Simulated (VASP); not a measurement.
The cell holds one MgSe (rock salt) (110) slab, with vacuum along c, ions free to move until forces fall under 0.03 eV/Å, no reconstruction beyond this cell, dipole correction on. Ionisation potential and electron affinity count from the cell's own band edges, surface states included.

Given:

```xyz
12
Lattice="3.8524 0.0000 0.0000 0.0000 5.4481 0.0000 0.0000 0.0000 26.5247" Properties=species:S:1:pos:R:3 pbc="T T T"
Mg     0.0000     0.0000     8.7546
Mg     1.9262     2.7241    10.1237
Mg     0.0000     0.0000    12.4641
Mg     1.9262     2.7241    14.0606
Mg     0.0000     0.0000    16.4010
Mg     1.9262     2.7241    17.7702
Se     1.9262     0.0000    10.4405
Se     0.0000     2.7241     8.3373
Se     1.9262     0.0000    14.2886
Se     0.0000     2.7241    12.2361
Se     1.9262     0.0000    18.1874
Se     0.0000     2.7241    16.0842
```

Computed with PBEsol GGA, VASP's PBE PAW potentials (set 64) (plane waves; VASP). Numerical set-up: 400 eV cut-off, 5×4×1 Γ-centred mesh, Gaussian smearing of 0.050 eV, potentials Mg Se.

Slab and bulk use different k-meshes, so the surface energy is good to a few per cent at best.

Problem. Predict its surface energy, ionisation potential, electron affinity, band gap (on the k-mesh).

Solution. 
```json
{
  "surface_energy": "51 meV/Å²",
  "ionisation_potential": "4.99 eV",
  "electron_affinity": "3.82 eV",
  "band gap (on the k-mesh)": "1.17 eV"
}
```

The cell is a thin slab with vacuum, built from MgSe (rock salt): (110) face.
